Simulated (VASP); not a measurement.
Method: r2SCAN meta-GGA, VASP's PBE PAW potentials (set 64) (plane waves; VASP 6.6.1).

VASP ran on this input.

KPOINTS:
```
Automatic
0
Gamma
8 8 8
```

INCAR:
```
SYSTEM = HfO2
PREC = Accurate; ENCUT = 620; LREAL = F
LASPH = T
EDIFF = 1E-6; NELM = 100; ALGO = Normal
LMAXMIX = 6; LMIXTAU = T
ISMEAR = 0; SIGMA = 0.05
METAGGA = R2SCAN
IBRION = 2; NSW = 40; ISIF = 3
EDIFFG = -0.02; PSTRESS = 200
LWAVE = F; LCHARG = F
```

**POSCAR**
```
HfO2
1.0
  0.0000000000   2.4639635309   2.4639635309
  2.4639635309   0.0000000000   2.4639635309
  2.4639635309   2.4639635309   0.0000000000
Hf O
1 2
Cart
  0.0000000000   0.0000000000   0.0000000000
  1.2319817655   1.2319817655   1.2319817655
  3.6959452964   3.6959452964   3.6959452964
```

POTCAR, in this order: Hf_pv O (PBE.64 set). Program: vasp_std.

The resulting files:

**OSZICAR**
```
       N       E                     dE             d eps       ncg     rms          rms(c)
DAV:   1     0.737936959896E+02    0.73794E+02   -0.14940E+04   870   0.174E+03
DAV:   2    -0.764153582223E+02   -0.15021E+03   -0.14628E+03  1130   0.361E+02
DAV:   3    -0.803082514484E+02   -0.38929E+01   -0.38898E+01  1080   0.578E+01
DAV:   4    -0.803288374229E+02   -0.20586E-01   -0.20583E-01  1143   0.453E+00
DAV:   5    -0.803290020500E+02   -0.16463E-03   -0.16463E-03  1059   0.359E-01    0.621E+01
DAV:   6    -0.680234350268E+02    0.12306E+02   -0.15216E+01  1003   0.330E+01    0.458E+01
DAV:   7    -0.700924775821E+02   -0.20690E+01   -0.34240E+00  1003   0.162E+01    0.254E+01
DAV:   8    -0.645732210909E+02    0.55193E+01   -0.20680E+00   870   0.175E+01    0.443E+00
DAV:   9    -0.682579226578E+02   -0.36847E+01   -0.98081E-01   870   0.111E+01    0.728E+00
DAV:  10    -0.685043025617E+02   -0.24638E+00   -0.70517E-01  1010   0.732E+00    0.158E+00
DAV:  11    -0.684418321808E+02    0.62470E-01   -0.27978E-02   926   0.185E+00    0.753E-01
DAV:  12    -0.684334733160E+02    0.83589E-02   -0.46727E-03  1045   0.703E-01    0.694E-01
DAV:  13    -0.684422948373E+02   -0.88215E-02   -0.49659E-03   947   0.737E-01    0.252E-01
DAV:  14    -0.684418160966E+02    0.47874E-03   -0.11040E-03  1129   0.278E-01    0.160E-01
DAV:  15    -0.684418625351E+02   -0.46438E-04   -0.31692E-04  1052   0.130E-01    0.582E-02
DAV:  16    -0.684418539552E+02    0.85799E-05   -0.35568E-05  1031   0.467E-02    0.277E-02
DAV:  17    -0.684418590014E+02   -0.50462E-05   -0.16186E-06   760   0.151E-02    0.126E-02
DAV:  18    -0.684418620069E+02   -0.30055E-05   -0.23061E-06   895   0.159E-02    0.146E-03
DAV:  19    -0.684418619122E+02    0.94699E-07   -0.19134E-07   519   0.568E-03
   1 F= -.64707192E+02 E0= -.64707192E+02  d E =-.647072E+02
```

**OUTCAR**
```
------------------------ aborting loop because EDIFF is reached ----------------------------------------
  FORCE on cell =-STRESS in cart. coord.  units (eV):
  Direction    XX          YY          ZZ          XY          YZ          ZX
  --------------------------------------------------------------------------------------
  Total        3.7141379      3.7141379      3.7141379      0.0000000      0.0000000      0.0000000
  in kB      198.9004574    198.9004574    198.9004574      0.0000000      0.0000000      0.0000000
  external PRESSURE =      -1.0995426 kB  Pullay stress =     200.0000000 kB
  volume of cell :       29.92
      direct lattice vectors                 reciprocal lattice vectors
     0.000000000  2.463963531  2.463963531    -0.202925081  0.202925081  0.202925081
     2.463963531  0.000000000  2.463963531     0.202925081 -0.202925081  0.202925081
     2.463963531  2.463963531  0.000000000     0.202925081  0.202925081 -0.202925081
 POSITION                                       TOTAL-FORCE (eV/Angst)
 -----------------------------------------------------------------------------------
      0.00000      0.00000      0.00000         0.000000     -0.000000      0.000000
      1.23198      1.23198      1.23198         0.000000      0.000000      0.000000
      3.69595      3.69595      3.69595        -0.000000     -0.000000     -0.000000
 -----------------------------------------------------------------------------------
    total drift:                                0.000000      0.000000      0.000000
  FREE ENERGIE OF THE ION-ELECTRON SYSTEM (eV)
  ---------------------------------------------------
  free  energy   TOTEN  =       -68.4418619122 eV

  energy  without entropy=      -68.4418619122  energy(sigma->0) =      -68.44186191
  enthalpy is  TOTEN    =       -64.7071918904 eV   P V=        3.7346700218

 reached required accuracy - stopping structural energy minimisation
```
(Selected blocks of OUTCAR.)

**OUTCAR**
```
 val. band max:        4.6566842214   @ k =   0.5000   0.5000   0.0000

 cond. band min:       9.2052382040   @ k =   0.5000   0.5000   0.0000


 Fermi energy:         4.9172122269

 k-point     1 :       0.0000    0.0000    0.0000
  band No.  band energies     occupation
      1     -25.5886      2.00000
      2     -25.5886      2.00000
      3     -25.5886      2.00000
      4     -15.6232      2.00000
      5     -12.1836      2.00000
      6      -1.3443      2.00000
      7      -1.3443      2.00000
      8      -1.3443      2.00000
      9       3.9778      2.00000
     10       3.9778      2.00000
     11       3.9778      2.00000
     12       9.2825      0.00000
     13       9.2825      0.00000
     14      11.8328      0.00000
     15      16.8079      0.00000

 k-point     2 :       0.1250    0.0000    0.0000
  band No.  band energies     occupation
      1     -25.6948      2.00000
      2     -25.5992      2.00000
      3     -25.5992      2.00000
      4     -15.3627      2.00000
      5     -12.3883      2.00000
      6      -1.1734      2.00000
      7      -1.1734      2.00000
      8      -0.8538      2.00000
      9       3.5233      2.00000
     10       3.6699      2.00000
     11       3.6699      2.00000
     12       9.6128      0.00000
     13       9.6128      0.00000
     14      12.4169      0.00000
     15      15.9576      0.00000

 k-point     3 :       0.2500    0.0000    0.0000
  band No.  band energies     occupation
      1     -25.9361      2.00000
      2     -25.6246      2.00000
      3     -25.6246      2.00000
      4     -14.7729      2.00000
      5     -12.7717      2.00000
      6      -0.7534      2.00000
      7      -0.7534      2.00000
      8       0.2701      2.00000
      9       2.5960      2.00000
     10       3.1071      2.00000
     11       3.1071      2.00000
     12      10.1083      0.00000
     13      10.1083      0.00000
     14      12.8172      0.00000
     15      15.4931      0.00000
...
```

Unless said otherwise, spin-orbit coupling is left out, though it shifts the bands of the heavy elements here.

The compound is HfO2 in the fluorite structure, the high-temperature cubic form, which is unstable at 0 K; the monoclinic form is the stable one. It was relaxed first under an external pressure of 20 GPa.
